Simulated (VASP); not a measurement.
VASP input:

### INCAR
```
SYSTEM = LiH
PREC = Accurate
ENCUT = 520
EDIFF = 1E-6
NELM = 100
ALGO = Normal
LREAL = .FALSE.
LASPH = .TRUE.
ISMEAR = 0
SIGMA = 0.05
GGA = PE
LWAVE = .FALSE.
LCHARG = .FALSE.
ISIF = 2
```

KPOINTS:
```
Automatic mesh
0
Gamma
8 8 8
0 0 0
```

File POSCAR:
```
LiH
1
    0.0000000000     2.0399698498     2.0400179450
    2.0399776168     0.0000000000     2.0400217275
    2.0400086944     2.0399724967     0.0000000000
Li H
1 1
Direct
  0.0000000000   0.0000000000   0.0000000000
  0.5000000000   0.5000000000   0.5000000000
```

POTCAR, in this order: Li_sv H (PBE.64 set). Program: vasp_std.

Q: What happens when VASP runs on this input?

A: There is a fault: the lattice vectors carry noise near SYMPREC. VASP stops with an error: IBZKPT: not all point group operations associated with the symmetry operators of the crystalline lattice are members of the point group of the reciprocal lattice. ----> I REFUSE TO CONTINUE WITH THIS SICK JOB ... BYE!!! <----

File standard output:
```
 POSCAR found type information on POSCAR LiH
 POSCAR found :  2 types and       2 ions
 Reading from existing POTCAR
 Reading from existing POTCAR

 -----------------------------------------------------------------------------
|                                                                             |
|           W    W    AA    RRRRR   N    N  II  N    N   GGGG   !!!           |
|           W    W   A  A   R    R  NN   N  II  NN   N  G    G  !!!           |
|           W    W  A    A  R    R  N N  N  II  N N  N  G       !!!           |
|           W WW W  AAAAAA  RRRRR   N  N N  II  N  N N  G  GGG   !            |
|           WW  WW  A    A  R   R   N   NN  II  N   NN  G    G                |
|           W    W  A    A  R    R  N    N  II  N    N   GGGG   !!!           |
|                                                                             |
|     Inconsistent Bravais lattice types found for crystalline and            |
|     reciprocal lattice:                                                     |
|                                                                             |
|        Crystalline: face-centered orthorhombic                              |
|        Reciprocal : base-centered monoclinic                                |
|                    (instead of body-centered orthorhombic)                  |
|                                                                             |
|     In most cases this is due to inaccuracies in the specification of       |
|     the crytalline lattice vectors.                                         |
|                                                                             |
|     Suggested SOLUTIONS:                                                    |
|      ) Refine the lattice parameters of your structure,                     |
|      ) and/or try changing SYMPREC.                                         |
|                                                                             |
 -----------------------------------------------------------------------------

 LDA part: xc-table for (Slater+PW92), standard interpolation

 -----------------------------------------------------------------------------
|                                                                             |
|     EEEEEEE  RRRRRR   RRRRRR   OOOOOOO  RRRRRR      ###     ###     ###     |
|     E        R     R  R     R  O     O  R     R     ###     ###     ###     |
|     E        R     R  R     R  O     O  R     R     ###     ###     ###     |
|     EEEEE    RRRRRR   RRRRRR   O     O  RRRRRR       #       #       #      |
|     E        R   R    R   R    O     O  R   R                               |
|     E        R    R   R    R   O     O  R    R      ###     ###     ###     |
|     EEEEEEE  R     R  R     R  OOOOOOO  R     R     ###     ###     ###     |
|                                                                             |
|     IBZKPT: not all point group operations associated with the symmetry     |
|     operators of the crystalline lattice are members of the point group     |
|     of the reciprocal lattice.                                              |
|                                                                             |
|       ---->  I REFUSE TO CONTINUE WITH THIS SICK JOB ... BYE!!! <----       |
|                                                                             |
 -----------------------------------------------------------------------------
```

To mend it, correct POSCAR.
**POSCAR**
```
LiH
1
    0.0000000000     2.0400000000     2.0400000000
    2.0400000000     0.0000000000     2.0400000000
    2.0400000000     2.0400000000     0.0000000000
Li H
1 1
Direct
  0.0000000000   0.0000000000   0.0000000000
  0.5000000000   0.5000000000   0.5000000000
```
The mended run (PBE GGA, plane waves, VASP's PBE PAW potentials (set 64)) converges, and its OSZICAR ends with
```
   1 F= -.61218151E+01 E0= -.61218151E+01  d E =-.122465E-14
```

The compound is LiH in the rock salt structure. The cell was not relaxed at this level.
